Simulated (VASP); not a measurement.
All values below come from PBEsol GGA, VASP's PBE PAW potentials (set 64) (plane waves; VASP).

The input files of a VASP run:

POSCAR:
```
Cu
1
    0.0000000000     1.7726903311     1.7726903311
    1.7815983227     0.0000000000     1.7726903311
    1.7815983227     1.7726903311     0.0000000000
Cu
1
Direct
  0.0000000000   0.0000000000   0.0000000000
```

KPOINTS:
```
Automatic mesh
0
gamma
 16 16 16
```

### INCAR
```
SYSTEM = Cu
PREC = Accurate; ENCUT = 480; LREAL = .False.
LASPH = .True.
EDIFF = 1E-7; NELM = 100; ALGO = Normal
LMAXMIX = 4
ISMEAR = 1; SIGMA = 0.1
GGA = PS
ISIF = 2
LWAVE = .False.; LCHARG = .False.
```

POTCAR, in this order: Cu (PBE.64 set). Program: vasp_std.

Question: What will the output report for the number of irreducible k-points (NKPTS), number of bands (NBANDS), largest plane-wave count, number of space-group operations, FFT grid (NGX, NGY, NGZ)?

Answer: 
```yaml
number of irreducible k-points (NKPTS): 349
number of bands (NBANDS): 9
largest_plane_wave_count: 283
number_of_space_group_operations: 16
FFT grid (NGX, NGY, NGZ): 18 × 18 × 18
```

The compound is Cu in the fcc structure. This cell was strained or had an atom moved on purpose.
